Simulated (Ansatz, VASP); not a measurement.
# CoIr2 in VASP and in Ansatz

```
CELL_PARAMETERS angstrom
0.00000 3.60407 3.60407
3.60407 0.00000 3.60407
3.60407 3.60407 0.00000
ATOMIC_POSITIONS crystal
Co 0.00000 0.00000 0.00000
Co 0.25000 0.25000 0.25000
Ir 0.62500 0.62500 0.62500
Ir 0.12500 0.62500 0.62500
Ir 0.62500 0.62500 0.12500
Ir 0.62500 0.12500 0.62500
```

Alike in both runs: functional PBE; k mesh 4 × 4 × 4; occupations gaussian, width 0.1 eV; collinear spin.

Ansatz relaxed the structure, and its values are those at the end. VASP's run is a single point on that final structure, the one shown.

|  | VASP | Ansatz |
| --- | --- | --- |
| version | VASP 6.6.1 | Ansatz 0.2.0 |
| potentials or method | VASP PAW PBE potentials, release 64 (Co, Ir) | scalar-relativistic, plane waves, PAW |
| plane-wave cutoff (eV) | 520 | 420 |
| valence electrons in the cell | 54 | 102 |

VASP gave:

| Item | Value |
| --- | --- |
| gap on the k mesh at the Fermi level (eV) | none |
| pressure (GPa) | 0.4 |
| net moment per atom (μB) | 1.04 |
| size of the moment on the site where the two differ most (μB) | 2.17 |

Problem. Which values does Ansatz return?

Solution. gap on the k mesh at the Fermi level (eV): none; pressure (GPa): 0.1; net moment per atom (μB): 1.04; size of the moment on the site where the two differ most (μB): 2.21.

Site moments also hang on the region over which each program counts them. A gap of «none» marks a metal or a gap that the smearing closes. The two sets of potentials don't hold the same shells in valence.

Caveats: the k mesh is coarse (spacing up to 0.38 Å⁻¹), so the values aren't converged. Spin-orbit coupling is left out, which matters for the levels of Ir.
